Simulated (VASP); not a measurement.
V:

```
V
1.0
     2.69235    0.00000    0.00000
    -1.34617    2.33164    0.00000
     0.00000    0.00000    4.39661
V
2
Direct
  0.33333 0.66667 0.25000
  0.66667 0.33333 0.75000
```

This isn't the form of V at room conditions, which is bcc.

```yaml
Program: VASP 6.6.1
Task: relaxation of cell and atoms
Functional: LDA
Potentials_or_basis: VASP PAW LDA potentials, release 64 (V_sv)
Cutoff: 600 eV
k_mesh: 18 × 18 × 10
Occupations: gaussian, width 0.1 eV
Spin: no spin polarisation
```

At the start: pressure -11.3 GPa; volume 13.80 Å³/atom.

Task: Where does the relaxation end?

Result: Over 10 steps the energy falls by 74.5 meV/atom and the volume is 12.91 Å³/atom (-6.4 %); space group P6_3/mmc (No. 194, to 0.05 Å).

The path:
```tsv
step	energy change (eV)	largest force (eV/Å)	pressure (GPa)	volume (Å³)
1	0.0000	0.0000	-11.28	27.60
2	0.0052	0.0000	18.56	23.89
3	-0.0811	0.0000	1.58	25.69
4	-0.1236	0.0000	2.01	25.59
5	-0.1450	0.0000	3.07	25.45
6	-0.1451	0.0000	3.22	25.43
7	-0.1387	0.0000	-4.70	26.47
8	-0.1490	0.0000	0.04	25.82
9	-0.1490	0.0000	0.11	25.81
10	-0.1491	0.0000	0.02	25.82
```

Final structure:
```
V
1.0
     2.53814    0.00000    0.00000
    -1.26907    2.19810    0.00000
     0.00000    0.00000    4.62862
V
2
Direct
  0.33333 0.66667 0.25000
  0.66667 0.33333 0.75000
```
